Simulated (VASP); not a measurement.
**Fe3PO7 (Grattarolaite): structure and properties in VASP**

Aim: relax Fe3PO7 (Grattarolaite) with PBEsol + U, compute its properties on that cell and hold them against experiment. The steps: full relaxation (PBEsol + U), density, ELF and potential (PBEsol + U), band structure (PBEsol + U), density of states (PBEsol + U), vibrations at Γ (PBEsol + U) and electric field gradients (PBEsol + U). The start is a cell from a database of measured crystal structures.

Main program and level: VASP 6.6.1; PBEsol, DFT+U (Fe d 4 eV), spin-polarised from a ferromagnetic start; plane waves and PAW (Fe, P, O).

The experiments to compare with:

“Partial Antiferromagnetic Helical Order in Fe3PO4O3” (2019, arxiv:1910.08818) quotes from earlier work for Fe3PO4O3, rhombohedral, non-centrosymmetric (earlier work, 300 K): lattice constant a (a, hexagonal setting) 8.006 Å [literature value at room temperature]; lattice constant c (c, hexagonal setting) 6.863 Å [literature value at room temperature].

Report form: the programs' logs are mostly left out.

**1. Starting point**

Before any relaxation, the start is as follows. The structure is trigonal, space group R3m (No. 160). Conventional cell: a = 8.006 Å, b = 8.006 Å, c = 6.863 Å, α = 90.00°, β = 90.00°, γ = 120.00°. Nearest to Fe lie 5 O at 1.89 to 2.19 Å. Nearest to P lie 4 O at 1.50 to 1.57 Å. O has 1 P at 1.57 Å and 3 Fe at 2.19 Å nearest. O has 3 Fe at 1.89 to 1.92 Å nearest. O has 1 P at 1.50 Å and 1 Fe at 1.92 Å nearest. Farther neighbours and most contacts between anions are not listed.

**2. Full relaxation (PBEsol + U)**

The start need not lie at this functional's minimum. ISIF = 3 frees volume, shape and positions, and EDIFFG sets the threshold on forces and stress at which the search stops. PBEsol restores the gradient expansion of exchange and is tuned for the cells of solids. A Hubbard U penalises fractional filling of the localised shell, which semilocal functionals favour.

The input, INCAR:

```
SYSTEM = Fe3PO7
PREC = Accurate
ENCUT = 520
EDIFF = 1E-06
NELM = 100
ISMEAR = 0
SIGMA = 0.05
LREAL = .FALSE.
ALGO = Normal
GGA = PS
NBANDS = 58
ISPIN = 2
MAGMOM = 3 3 3 0 0 0 0 0 0 0 0
LDAU = .TRUE.
LDAUTYPE = 2
LDAUL = 2 -1 -1
LDAUU = 4 0 0
LDAUJ = 0 0 0
LDAUPRINT = 1
LASPH = .TRUE.
LMAXMIX = 4
LORBIT = 11
LWAVE = .FALSE.
LCHARG = .FALSE.
KPAR = 8
IBRION = 2
NSW = 60
ISIF = 3
EDIFFG = -0.01
```

The input, POSCAR:

```
Fe3PO7
1.0
    4.0030000000      2.3111331276      2.2876666667
   -4.0030000000      2.3111331276      2.2876666667
    0.0000000000     -4.6222662551      2.2876666667
Fe P O
3 1 7
Direct
    0.5395000000      0.1485000000      0.5395000000
    0.5395000000      0.5395000000      0.1485000000
    0.1485000000      0.5395000000      0.5395000000
    0.0000000000      0.0000000000      0.0000000000
    0.2289000000      0.2289000000      0.2289000000
    0.3895000000      0.7668000000      0.3895000000
    0.3895000000      0.3895000000      0.7668000000
    0.7668000000      0.3895000000      0.3895000000
    0.8330000000      0.1440000000      0.8330000000
    0.8330000000      0.8330000000      0.1440000000
    0.1440000000      0.8330000000      0.8330000000
```

The input, KPOINTS:

```
Automatic mesh
0
Gamma
5 5 5
0 0 0
```

The projector-augmented-wave data sets are Fe, P and O (PBE family, release 64).

Command:

```console
$ mpirun -np 8 vasp_std
```

Run time: 5.6 min. Hardware: 8 MPI ranks of Intel Xeon Platinum 8259CL at 2.50GHz (Skylake/Cascade Lake), shared host; peak memory 3.5 GiB.

The magnetic state follows from one typed start and may not be the lowest. Experiment finds antiferromagnetic order in this phase (below 164 K, arxiv:1707.07433), so this ferromagnetic run describes another state. The gap is read on the k-mesh alone, so it is an upper bound where the band edges lie off the mesh. The PAW data sets were made with PBE, which is usual practice but a small mismatch for other functionals. The run keeps the 6 symmetry operations of its start, so it cannot find a distortion of lower symmetry.

The steps of the relaxation:

```
step  energy less that of the first step (eV)  largest force (eV/Å)  pressure (GPa)  volume (Å³)
   1                                   0.0000                1.6382            3.52       126.99
   2                                   0.3472                3.2656           -7.05       131.70
   3                                  -0.0732                0.3076           -0.08       128.28
   4                                  -0.0733                0.2905            0.04       128.25
   5                                  -0.0732                0.4421           -0.28       128.37
   6                                  -0.0754                0.1234           -0.13       128.31
   7                                  -0.0768                0.0624           -0.03       128.21
   8                                  -0.0769                0.0669           -0.03       128.18
   9                                  -0.0773                0.0268           -0.02       128.12
  10                                  -0.0773                0.0313           -0.04       128.09
  11                                  -0.0774                0.0720            0.08       128.03
  12                                  -0.0774                0.0477            0.03       128.05
  13                                  -0.0775                0.0099            0.03       128.04
```

```
conventional cell, symmetrised  before  after  change
                         a (Å)   8.006  8.026  +0.3 %
                         b (Å)   8.006  8.026  +0.3 %
                         c (Å)   6.863  6.885  +0.3 %
              volume (Å³/atom)   11.54  11.64  +0.8 %
```

The atoms that moved most (Å, as changes of fractional coordinates times the final cell):

```
atom      dx      dy      dz  length
  O9  -0.022   0.012  -0.003   0.025
 O11   0.022   0.012  -0.003   0.025
 O10   0.000  -0.025  -0.003   0.025
  O6  -0.009   0.005  -0.006   0.012
  O8   0.009   0.005  -0.006   0.012
  O7   0.000  -0.010  -0.006   0.012
  O5   0.000   0.000   0.011   0.011
 Fe3   0.006   0.004   0.005   0.009
```

The relaxed structure:

```xyz
11
Lattice="4.0131 2.3170 2.2950 -4.0131 2.3170 2.2950 0.0000 -4.6340 2.2950" Properties=species:S:1:pos:R:3 pbc="T T T"
Fe    1.5628   -0.9023    2.8223
Fe    0.0000    1.8045    2.8223
Fe   -1.5628   -0.9023    2.8223
P     0.0000    0.0000    0.0006
O     0.0000    0.0000    1.5874
O    -1.5231    0.8794    3.5411
O     0.0000   -1.7587    3.5411
O     1.5231    0.8794    3.5411
O     2.7434   -1.5839    4.1513
O     0.0000    3.1678    4.1513
O    -2.7434   -1.5839    4.1513
```

Numbers from this step:

```
electrons                                         : 71
bands                                             : 58
irreducible k-points                              : 19
symmetry operations                               : 6
free energy (TOTEN)                               : -80.6090 eV
Fermi energy                                      : 2.276 eV
pressure                                          : 0.03332 GPa
moment of the cell, from the last line of the log : 15 μB
metallic                                          : no
valence top at k                                  : 0.4, 0, 0
conduction bottom at k                            : 0.4, 0.4, 0.2
least direct gap at k                             : 0.4, 0, 0
SCF cycles over all ionic steps                   : 90
gap on the k-mesh                                 : 1.788 eV
least direct gap on the k-mesh                    : 1.950 eV
```

Spin moment in the PAW sphere by atom:

```
atom  spin moment in the PAW sphere (μB)
 Fe1                                4.33
 Fe2                                4.33
 Fe3                                4.33
  P4                                0.03
  O5                                0.16
  O6                                0.36
  O7                                0.36
  O8                                0.36
  O9                                0.12
 O10                                0.12
 O11                                0.12
```

It ends with a largest force of 0.010 eV/Å and a pressure of 0.03 GPa. The volume lies +0.8 % from that of the database's start.

**3. Density, ELF and potential (PBEsol + U)**

The relaxed cell gets a fresh self-consistent run, on a basis set for its own volume, to fix the density and to check the remaining stress.

INCAR: that of step 2 with these lines changed.

```diff
@@ -23,7 +23,5 @@
 LWAVE = .FALSE.
-LCHARG = .FALSE.
-KPAR = 8
-IBRION = 2
-NSW = 60
-ISIF = 3
-EDIFFG = -0.01
+LCHARG = .TRUE.
+ISIF = 2
+LELF = .TRUE.
+LVHAR = .TRUE.
```

The input, POSCAR:

```
Fe3PO7
1.0
    4.0131358779      2.3169850794      2.2950053484
   -4.0131358779      2.3169850794      2.2950053484
    0.0000000000     -4.6339701588      2.2950053484
Fe P O
3 1 7
Direct
    0.5397198143      0.1503095739      0.5397198143
    0.5397198143      0.5397198143      0.1503095739
    0.1503095739      0.5397198143      0.5397198143
    0.0000821785      0.0000821785      0.0000821785
    0.2305545627      0.2305545627      0.2305545627
    0.3878148672      0.7673479303      0.3878148672
    0.3878148672      0.3878148672      0.7673479303
    0.7673479303      0.3878148672      0.3878148672
    0.8308162105      0.1472039706      0.8308162105
    0.8308162105      0.8308162105      0.1472039706
    0.1472039706      0.8308162105      0.8308162105
```

KPOINTS is that of step 2.

Command:

```console
$ mpirun -np 8 vasp_std
```

The job ended after 51 s (8 MPI ranks; peak memory 1.4 GiB).

With spin, VASP writes an ELF for each channel.

This step gave:

- SCF cycles: 17
- bands: 64
- free energy (TOTEN): -80.6107 eV
- Fermi energy: 2.264 eV
- pressure: 0.04004 GPa

Valence electrons inside each PAW sphere by angular momentum. Sphere charges, by row:

```
atom  s (e)  p (e)  d (e)  tot (e)
 Fe1  0.399  0.573  5.827    6.799
 Fe2  0.399  0.573  5.827    6.799
 Fe3  0.399  0.573  5.827    6.799
  P4  0.906  1.505      0    2.411
  O5  1.557  3.571      0    5.128
  O6  1.552  3.482      0    5.034
  O7  1.552  3.482      0    5.034
  O8  1.552  3.482      0    5.034
  O9  1.558  3.597      0    5.155
 O10  1.558  3.597      0    5.155
 O11  1.558  3.597      0    5.155
```

Spin density in the ac plane of the conventional cell at fractional y = 0.000, with atoms of P and O within 0.2 Å of it.

Ten even steps from '_' (0.0 e/Å³) to '@' (2.0 e/Å³), each cell a mean:
```
____________________________________________
____________________________________________
____________________________________________
____________________________________________
____________________________________________
____________________________________________
____________________________________________
____________________________________________
____________________________________________
____________________________________________
____________________________________________
____________________________________________
____________________________________________
..________________________________________..
____________________________________________
__________________..==**::__________________
__________________::##@@==__________________
__________________..--==::__________________
```
Columns run along a (8.0 Å), rows up along c (6.9 Å), edges of the conventional cell, whose origin can differ from the input's. Atoms in or near the plane, at fractional coordinates: P at (0.00, 0.00), O at (0.00, 0.23).

Valence density in the ac plane of the conventional cell at fractional y = 0.000, with atoms of P and O within 0.2 Å of it. It is the smooth field of the valence electrons, not physical close to the nuclei.

Ten steps, logarithmic in the rise over the least value, from '_' (-0.1 e/Å³) to '@' (7.2 e/Å³), each cell a mean:
```
::++****++==::::--==++++==--::::--==++**++==
==++++++++--::::--==****++--::::--==++++++==
----======--::::--++**##**==::::----======--
::::::--::::::::--==****++--::::::::--::::::
::::::::::::::::::--====----::::::::::::::::
::::::::::::::::::::::::::::::::::::::::::::
::::::------::::::::::::::::::::::----::::::
::::--====----::::::::::::::::::--====--::::
::::--==++==--::::::::::::::::--==++++==--::
::::--==++==--::::::::::::::::--==++++==--::
------======--::::::::::::::::::--====------
++==--------::::::--------::::::--------==++
%%##==--::::::::::--======--::::::::--==**%%
@@%%++--::::::::::--======--::::::::::==##@@
@@##++--::::::::----==++==--::::::::::==**%%
##**==--::::::::--==**##++--::::::::::--++**
++++==----::::::--++####**--::::::::--====++
__==++++==--::::--==****++--::::::--==++++--
```
Columns run along a (8.0 Å), rows up along c (6.9 Å), edges of the conventional cell, whose origin can differ from the input's. Atoms in or near the plane, at fractional coordinates: P at (0.00, 0.00), O at (0.00, 0.23).

ELF of down spins in the ac plane of the conventional cell at fractional y = 0.000, with atoms of P and O within 0.2 Å of it. It is the smooth field of the valence electrons, not physical close to the nuclei.

Ten even steps from '0' (0.01) to '9' (0.83), each cell a mean:
```
2688872014786201588873
3678872037998511588864
3456751148999620377643
1123320147998620133211
0000000025776310000000
0000100001232000011000
0024421000000000134310
0147752000000001367520
0158873100000002588630
0136873100000002587520
1112442001332001343111
7631010013675200010147
9973000015886300001599
6984000014786200001697
7962000012553101001488
9831000000110000000269
6533210000000000012346
1467641000221000257752
```
Columns run along a (8.0 Å), rows up along c (6.9 Å), edges of the conventional cell, whose origin can differ from the input's. Atoms in or near the plane, at fractional coordinates: P at (0.00, 0.00), O at (0.00, 0.23).

In this run the pressure is 0.04 GPa, small enough to go on.

**4. Band structure (PBEsol + U)**

Levels along the symmetry lines show where the bands peak and cross; KPOINTS_OPT computes them in the converged potential.

INCAR: that of step 3 with these lines changed.

```diff
@@ -10,5 +10,5 @@
 GGA = PS
-NBANDS = 58
+NBANDS = 76
 ISPIN = 2
-MAGMOM = 3 3 3 0 0 0 0 0 0 0 0
+MAGMOM = 4.325 4.325 4.325 0.031 0.158 0.359 0.359 0.359 0.122 0.122 0.122
 LDAU = .TRUE.
@@ -23,5 +23,3 @@
 LWAVE = .FALSE.
-LCHARG = .TRUE.
-ISIF = 2
-LELF = .TRUE.
-LVHAR = .TRUE.
+LCHARG = .FALSE.
+KPAR = 8
```

POSCAR is that of step 3.

KPOINTS is that of step 3.

The input, KPOINTS_OPT:

```
Line mode
12
Line-mode
Reciprocal
  0.00000000   0.00000000   0.00000000 GAMMA
  0.41509311  -0.58490689   0.41509311 P

  0.41509311  -0.58490689   0.41509311 P
  0.50000000  -0.50000000   0.50000000 Z

  0.50000000  -0.50000000   0.50000000 Z
  0.33018622   0.33018622   0.33018622 Q

  0.33018622   0.33018622   0.33018622 Q
  0.00000000   0.00000000   0.00000000 GAMMA

  0.00000000   0.00000000   0.00000000 GAMMA
  0.50000000  -0.50000000   0.00000000 F

  0.50000000  -0.50000000   0.00000000 F
  0.58490689  -0.41509311  -0.41509311 P1

  0.58490689  -0.41509311  -0.41509311 P1
  0.66981378  -0.33018622  -0.33018622 Q1

  0.66981378  -0.33018622  -0.33018622 Q1
  0.50000000   0.00000000   0.00000000 L

  0.50000000   0.00000000   0.00000000 L
  0.50000000  -0.50000000   0.50000000 Z
```

Command:

```console
$ mpirun -np 8 vasp_std
```

Run time: 3.7 min. Hardware: 8 MPI ranks; peak memory 5.2 GiB; 29 min of CPU time.

This step gave:

| Property | Result |
| --- | --- |
| bands | 76 |
| Fermi energy | 2.300 eV |
| pressure | 0.04036 GPa |
| least gap on mesh and path | 1.723 eV |
| least direct gap on mesh and path | 1.900 eV |
| valence top at k | 0.5, 0, 0 |
| conduction bottom at k | 0.5, -0.5, 0 |
| least direct gap at k | 0.5, 0, 0 |

Spin up. The electronic bands at the labelled points (eV, zero at the valence-band top; v1 is the highest filled band, c1 the lowest empty one):

```
          point     v4     v3     v2     v1    c1    c2    c3    c4
              Γ  -0.43  -0.34  -0.08  -0.08  4.50  8.61  8.81  8.81
0.45 of the way  -0.66  -0.54  -0.39  -0.17  5.75  8.38  8.90  9.02
              P  -0.91  -0.56  -0.56  -0.27  7.66  7.66  8.27  8.66
0.55 of the way  -0.83  -0.58  -0.58  -0.22  7.50  7.50  8.54  8.78
              Z  -0.82  -0.58  -0.58  -0.21  7.46  7.46  8.62  8.86
0.45 of the way  -0.61  -0.46  -0.40  -0.27  7.54  7.86  7.95  8.92
              Q  -0.66  -0.39  -0.39  -0.37  7.81  8.02  8.02  8.26
0.45 of the way  -0.36  -0.36  -0.08  -0.08  6.11  8.38  8.51  8.51
              Γ  -0.43  -0.34  -0.08  -0.08  4.50  8.61  8.81  8.81
0.45 of the way  -0.63  -0.50  -0.34  -0.17  5.44  8.37  8.93  9.16
              F  -0.62  -0.48  -0.40  -0.33  7.51  7.80  8.36  8.90
0.45 of the way  -0.68  -0.49  -0.47  -0.35  7.62  7.74  8.40  8.63
             P1  -0.91  -0.56  -0.56  -0.27  7.66  7.66  8.27  8.66
0.45 of the way  -0.83  -0.51  -0.51  -0.32  7.82  7.82  8.04  8.53
             Q1  -0.66  -0.39  -0.39  -0.37  7.81  8.02  8.02  8.26
0.45 of the way  -0.44  -0.40  -0.19  -0.14  7.27  7.34  8.68  8.76
              L  -0.47  -0.46  -0.10   0.00  6.83  6.96  8.91  9.35
0.55 of the way  -0.59  -0.50  -0.38  -0.22  7.26  7.61  8.32  8.95
              Z  -0.82  -0.58  -0.58  -0.21  7.46  7.46  8.62  8.86
```

Of the projections kept (Fe, P, O), the largest for each band there; the rest of the weight can lie on other orbitals:

```
point      v4      v3      v2      v1       c1       c2       c3       c4
    Γ  O 0.92  O 0.72  O 0.71  O 0.71   O 0.53   O 0.54  Fe 0.43  Fe 0.43
    P  O 0.85  O 0.84  O 0.84  O 0.67  Fe 0.55  Fe 0.55   O 0.55   O 0.47
    Z  O 0.92  O 0.86  O 0.86  O 0.63  Fe 0.60  Fe 0.60   O 0.45   O 0.78
    Q  O 0.78  O 0.72  O 0.72  O 0.79   O 0.51   O 0.49   O 0.49   O 0.64
    Γ  O 0.92  O 0.72  O 0.71  O 0.71   O 0.53   O 0.54  Fe 0.43  Fe 0.43
    F  O 0.74  O 0.81  O 0.74  O 0.67   O 0.57   O 0.60   O 0.51  Fe 0.47
```

Spin down. Electronic bands along the path, in eV, zero at the valence-band top; v1 is the highest filled band, c1 the lowest empty one:

```
          point     v4     v3     v2     v1    c1    c2    c3    c4
              Γ  -1.40  -0.82  -0.81  -0.81  2.01  2.01  2.14  2.21
0.45 of the way  -1.39  -0.94  -0.88  -0.75  1.96  1.98  2.08  2.10
              P  -1.38  -0.87  -0.87  -0.87  1.79  1.90  1.90  2.21
0.55 of the way  -1.34  -0.88  -0.88  -0.85  1.82  1.93  1.93  2.19
              Z  -1.33  -0.88  -0.88  -0.85  1.83  1.94  1.94  2.19
0.45 of the way  -1.38  -1.06  -0.86  -0.85  1.81  2.07  2.07  2.21
              Q  -1.53  -0.91  -0.75  -0.75  1.76  1.86  1.86  2.30
0.45 of the way  -1.62  -0.91  -0.55  -0.55  1.94  1.94  2.07  2.29
              Γ  -1.40  -0.82  -0.81  -0.81  2.01  2.01  2.14  2.21
0.45 of the way  -1.43  -0.92  -0.90  -0.78  1.91  2.00  2.08  2.15
              F  -1.26  -1.06  -0.94  -0.88  1.72  2.08  2.09  2.17
0.45 of the way  -1.31  -0.99  -0.87  -0.87  1.75  1.97  1.98  2.16
             P1  -1.38  -0.87  -0.87  -0.87  1.79  1.90  1.90  2.21
0.45 of the way  -1.45  -0.89  -0.83  -0.83  1.76  1.87  1.87  2.25
             Q1  -1.53  -0.91  -0.75  -0.75  1.76  1.86  1.86  2.30
0.45 of the way  -1.57  -0.96  -0.80  -0.55  1.86  1.90  1.99  2.18
              L  -1.55  -0.97  -0.86  -0.45  1.90  1.95  2.12  2.27
0.55 of the way  -1.40  -1.02  -0.84  -0.79  1.91  1.98  2.08  2.19
              Z  -1.33  -0.88  -0.88  -0.85  1.83  1.94  1.94  2.19
```

Of the projections kept (Fe, P, O), the largest for each band there; the rest of the weight can lie on other orbitals:

```
point      v4      v3      v2      v1       c1       c2       c3       c4
    Γ  O 0.84  O 0.76  O 0.91  O 0.91  Fe 0.97  Fe 0.97  Fe 0.86  Fe 0.92
    P  O 0.86  O 0.88  O 0.82  O 0.82  Fe 0.96  Fe 0.98  Fe 0.98  Fe 0.93
    Z  O 0.83  O 0.83  O 0.83  O 0.89  Fe 0.96  Fe 0.98  Fe 0.98  Fe 0.91
    Q  O 0.86  O 0.85  O 0.86  O 0.86  Fe 0.97  Fe 0.98  Fe 0.98  Fe 0.95
    Γ  O 0.84  O 0.76  O 0.91  O 0.91  Fe 0.97  Fe 0.97  Fe 0.86  Fe 0.92
    F  O 0.82  O 0.84  O 0.89  O 0.85  Fe 0.97  Fe 0.90  Fe 0.95  Fe 0.95
```

The path lowers the gap by 0.07 eV against the mesh alone, so a band edge lies off the mesh.

Spin up: The path shows an indirect gap of 4.50 eV (valence top at L, conduction bottom at Γ). The least direct gap is 4.58 eV. Spin down: On this path the gap is indirect, 2.17 eV, with the valence top at L and the conduction bottom at F. The least direct gap is 2.35 eV.

[end of part 1 of 2]

[Lines on the potential files, build, host, timing and source positions are cut from VASP's logs without a mark.]

[Logs are printed without paths, hosts, clocks, repeated set-up lines and the standing remarks that a program may print on its own settings, such as how far it seeks lower states.]

[Hosts, paths, dates, database ids (printed as entryN), source tags and the programs' standing remarks are cut or masked in the printed files.]

[A measured line is paired with the nearest computed mode of its activity, which favours agreement.]
